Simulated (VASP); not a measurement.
OSZICAR of a VASP run on WS₂ (2H layered):

File OSZICAR:
```
       N       E                     dE             d eps       ncg     rms          rms(c)
DAV:   1     0.522576591196E+03    0.52258E+03   -0.29010E+04   972   0.164E+03
DAV:   2    -0.175655281013E+02   -0.54014E+03   -0.52960E+03  1062   0.436E+02
DAV:   3    -0.492408942148E+02   -0.31675E+02   -0.31305E+02  1116   0.985E+01
DAV:   4    -0.501398334587E+02   -0.89894E+00   -0.89709E+00  1105   0.168E+01
DAV:   5    -0.501633625396E+02   -0.23529E-01   -0.23521E-01  1042   0.283E+00    0.369E+01
DAV:   6    -0.477054002402E+02    0.24580E+01   -0.15177E+01  1037   0.222E+01    0.164E+01
DAV:   7    -0.474575434493E+02    0.24786E+00   -0.36132E+00  1030   0.892E+00    0.629E+00
DAV:   8    -0.473534300635E+02    0.10411E+00   -0.53984E-01  1179   0.434E+00    0.177E+00
DAV:   9    -0.473543580560E+02   -0.92799E-03   -0.46054E-02  1194   0.115E+00    0.869E-01
DAV:  10    -0.473532132194E+02    0.11448E-02   -0.23249E-02  1124   0.941E-01    0.273E-01
DAV:  11    -0.473529836272E+02    0.22959E-03   -0.35173E-03  1052   0.362E-01    0.144E-01
DAV:  12    -0.473529908064E+02   -0.71792E-05   -0.16718E-04  1123   0.785E-02    0.580E-02
DAV:  13    -0.473530267337E+02   -0.35927E-04   -0.79771E-05  1118   0.491E-02    0.290E-02
DAV:  14    -0.473530312579E+02   -0.45242E-05   -0.85005E-06   955   0.152E-02    0.972E-03
DAV:  15    -0.473530317753E+02   -0.51743E-06   -0.11552E-06   755   0.684E-03
   1 F= -.47353032E+02 E0= -.47353032E+02  d E =-.230088E-13
```

### Question
Which electronic solver shows in the log?

### Answer
It is blocked Davidson (ALGO = Normal, or the opening steps of other solvers). The INCAR had ALGO = Normal.

### Question
Can the final energy be trusted as converged?

### Answer
Self-consistency was reached. It stopped with EDIFF = 1E-6, NELM = 100 (PBE GGA, plane waves, VASP's PBE PAW potentials (set 64)). Without a dispersion term in the relaxation, distances and binding between the weakly bound layers, chains or molecules are unreliable, and so is what depends on them.

The compound is WS2 in the 2H layered structure. It was relaxed first, which changed the volume by +15 %.
